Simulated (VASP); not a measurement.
Method: MS2 meta-GGA, VASP's PBE PAW potentials (set 64) (plane waves; VASP 6.6.1).

VASP ran on this input.

POSCAR:
```
Li
1
   -1.7070592093     1.7070592093     1.7070592093
    1.7070592093    -1.7070592093     1.7070592093
    1.7070592093     1.7070592093    -1.7070592093
Li
1
Direct
  0.0000000000   0.0000000000   0.0000000000
```

INCAR:
```
SYSTEM = Li
PREC = Accurate
ENCUT = 520
EDIFF = 1E-7
NELM = 100
ALGO = Normal
LREAL = .FALSE.
LASPH = .TRUE.
ISMEAR = -5
METAGGA = MS2
LMIXTAU = .TRUE.
LWAVE = .FALSE.
LCHARG = .FALSE.
LORBIT = 11
NEDOS = 601
ISIF = 2
```

### KPOINTS
```
Automatic mesh
0
Gamma
17 17 17
0 0 0
```

**KPOINTS_OPT**
```
k-points along high-symmetry lines
10
Line-mode
Reciprocal
  0.000000   0.000000   0.000000 ! GAMMA
  0.500000  -0.500000   0.500000 ! H

  0.500000  -0.500000   0.500000 ! H
  0.000000  -0.000000   0.500000 ! N

  0.000000  -0.000000   0.500000 ! N
  0.000000   0.000000   0.000000 ! GAMMA

  0.000000   0.000000   0.000000 ! GAMMA
  0.250000   0.250000   0.250000 ! P

  0.250000   0.250000   0.250000 ! P
  0.500000  -0.500000   0.500000 ! H

  0.250000   0.250000   0.250000 ! P
  0.000000  -0.000000   0.500000 ! N
```

POTCAR, in this order: Li_sv (PBE.64 set). Program: vasp_std.

Output of the run:

### OUTCAR
```
 ion  position               nearest neighbor table
   1  0.000  0.000  0.000-
  LATTYP: Found a body centered cubic cell.
 ALAT       =     3.4141184186
 Subroutine PRICEL returns:
 Original cell was already a primitive cell.
 Subroutine GETGRP returns: Found 48 space group operations
The static configuration has the point symmetry O_h .
The dynamic configuration has the point symmetry O_h .
 Subroutine INISYM returns: Found 48 space group operations
 Subroutine IBZKPT returns following result:
 Found    165 irreducible k-points:

 Following reciprocal coordinates:
            Coordinates               Weight
  0.000000  0.000000  0.000000      1.000000
  0.058824  0.000000  0.000000     12.000000
  0.117647  0.000000  0.000000     12.000000
  0.176471  0.000000  0.000000     12.000000
  0.235294  0.000000  0.000000     12.000000
  0.294118  0.000000  0.000000     12.000000
  0.352941  0.000000  0.000000     12.000000
  0.411765  0.000000  0.000000     12.000000
  0.470588  0.000000  0.000000     12.000000
  0.058824  0.058824  0.000000     24.000000
  0.117647  0.058824  0.000000     48.000000
  0.176471  0.058824  0.000000     48.000000
  0.235294  0.058824  0.000000     48.000000
  0.294118  0.058824 -0.000000     48.000000
  0.352941  0.058824 -0.000000     48.000000
  0.411765  0.058824  0.000000     48.000000
  0.470588  0.058824 -0.000000     24.000000
  0.117647  0.117647  0.000000     24.000000
  0.176471  0.117647  0.000000     48.000000
  0.235294  0.117647  0.000000     48.000000
  0.294118  0.117647  0.000000     48.000000
  0.352941  0.117647  0.000000     48.000000
  0.411765  0.117647  0.000000     48.000000
  0.176471  0.176471  0.000000     24.000000
  0.235294  0.176471  0.000000     48.000000
...
```

**OSZICAR**
```
       N       E                     dE             d eps       ncg     rms          rms(c)
DAV:   1    -0.799614437334E+00   -0.79961E+00   -0.70077E+02  1665   0.409E+02
DAV:   2    -0.317865011783E+01   -0.23790E+01   -0.23086E+01  2295   0.601E+01
DAV:   3    -0.330662572535E+01   -0.12798E+00   -0.12744E+00  2150   0.949E+00
DAV:   4    -0.330938118213E+01   -0.27555E-02   -0.27486E-02  2085   0.135E+00
DAV:   5    -0.330940201151E+01   -0.20829E-04   -0.20719E-04  2165   0.117E-01    0.283E-01
DAV:   6    -0.267472907116E+01    0.63467E+00   -0.34560E-01  2290   0.778E+00    0.206E-01
DAV:   7    -0.290756289355E+01   -0.23283E+00   -0.11062E-01  1650   0.457E+00    0.102E-01
DAV:   8    -0.287509177768E+01    0.32471E-01   -0.85730E-02  1650   0.441E+00    0.564E-02
DAV:   9    -0.274346511060E+01    0.13163E+00   -0.46640E-02  1650   0.400E+00    0.288E-02
DAV:  10    -0.274952432069E+01   -0.60592E-02   -0.12828E-02  1655   0.820E-01    0.185E-02
DAV:  11    -0.274006343303E+01    0.94609E-02   -0.14467E-02  1650   0.102E+00    0.353E-02
DAV:  12    -0.274983695683E+01   -0.97735E-02   -0.12280E-02  1650   0.944E-01    0.275E-02
DAV:  13    -0.274977148027E+01    0.65477E-04   -0.24997E-04  1940   0.142E-01    0.235E-02
DAV:  14    -0.274961293476E+01    0.15855E-03   -0.22932E-04  1655   0.117E-01    0.243E-02
DAV:  15    -0.274886341108E+01    0.74952E-03   -0.72616E-04  1655   0.202E-01    0.275E-02
DAV:  16    -0.274919841501E+01   -0.33500E-03   -0.93970E-05  1650   0.865E-02    0.312E-02
DAV:  17    -0.274941540155E+01   -0.21699E-03   -0.85283E-05  1655   0.735E-02    0.268E-02
DAV:  18    -0.274965218078E+01   -0.23678E-03   -0.21495E-04  1650   0.117E-01    0.214E-02
DAV:  19    -0.274977506676E+01   -0.12289E-03   -0.25526E-04  1655   0.133E-01    0.140E-02
DAV:  20    -0.274977798005E+01   -0.29133E-05   -0.10331E-04  1680   0.875E-02    0.863E-03
DAV:  21    -0.274975247057E+01    0.25509E-04   -0.71444E-05  1665   0.641E-02    0.555E-03
DAV:  22    -0.274973940284E+01    0.13068E-04   -0.40537E-06  2180   0.224E-02    0.293E-03
DAV:  23    -0.274973242027E+01    0.69826E-05   -0.12642E-06  1670   0.104E-02    0.161E-03
DAV:  24    -0.274975140889E+01   -0.18989E-04   -0.18121E-05  1650   0.311E-02    0.967E-04
DAV:  25    -0.274975680816E+01   -0.53993E-05   -0.36267E-06  1680   0.154E-02    0.673E-04
DAV:  26    -0.274975812827E+01   -0.13201E-05   -0.26427E-06  1650   0.125E-02    0.403E-04
DAV:  27    -0.274975860471E+01   -0.47644E-06   -0.55943E-07  1810   0.577E-03    0.331E-04
DAV:  28    -0.274975872469E+01   -0.11998E-06   -0.30908E-07  1650   0.425E-03    0.298E-04
DAV:  29    -0.274975855641E+01    0.16828E-06   -0.94713E-08  1680   0.232E-03    0.197E-04
DAV:  30    -0.274975820618E+01    0.35022E-06   -0.44784E-09   950   0.654E-04    0.104E-04
DAV:  31    -0.274975803817E+01    0.16801E-06   -0.17204E-09   845   0.330E-04    0.706E-05
DAV:  32    -0.274975790529E+01    0.13288E-06   -0.23461E-09   830   0.376E-04    0.414E-05
DAV:  33    -0.274975779602E+01    0.10927E-06   -0.57318E-09  1390   0.634E-04    0.804E-06
DAV:  34    -0.274975775374E+01    0.42276E-07   -0.33051E-10   840   0.188E-04
   1 F= -.27497578E+01 E0= -.27497578E+01  d E =0.000000E+00
       N       E                     dE             ncg
```

### OUTCAR
```
------------------------ aborting loop because EDIFF is reached ----------------------------------------
  FORCE on cell =-STRESS in cart. coord.  units (eV):
  Direction    XX          YY          ZZ          XY          YZ          ZX
  --------------------------------------------------------------------------------------
  Total       -0.0064013     -0.0064013     -0.0064013      0.0000000      0.0000000     -0.0000000
  in kB       -0.5154375     -0.5154375     -0.5154375      0.0000000      0.0000000     -0.0000000
  external PRESSURE =      -0.5154375 kB  Pullay stress =       0.0000000 kB
  volume of cell :       19.90
      direct lattice vectors                 reciprocal lattice vectors
    -1.707059209  1.707059209  1.707059209     0.000000000  0.292901381  0.292901381
     1.707059209 -1.707059209  1.707059209     0.292901381  0.000000000  0.292901381
     1.707059209  1.707059209 -1.707059209     0.292901381  0.292901381  0.000000000
 POSITION                                       TOTAL-FORCE (eV/Angst)
 -----------------------------------------------------------------------------------
      0.00000      0.00000      0.00000         0.000000      0.000000      0.000000
 -----------------------------------------------------------------------------------
    total drift:                               -0.000000      0.000000      0.000000
  FREE ENERGIE OF THE ION-ELECTRON SYSTEM (eV)
  ---------------------------------------------------
  free  energy   TOTEN  =        -2.7497577537 eV

  energy  without entropy=       -2.7497577537  energy(sigma->0) =       -2.74975775

 total charge

# of ion       s       p       d       tot
------------------------------------------
    1        2.034   0.029   0.000   2.062
```
(Selected blocks of OUTCAR.)

For a metal the tetrahedron method with Blöchl corrections gives inexact stress and forces.

The compound is Li in the bcc structure. It was relaxed first, which changed the volume by -6 %.
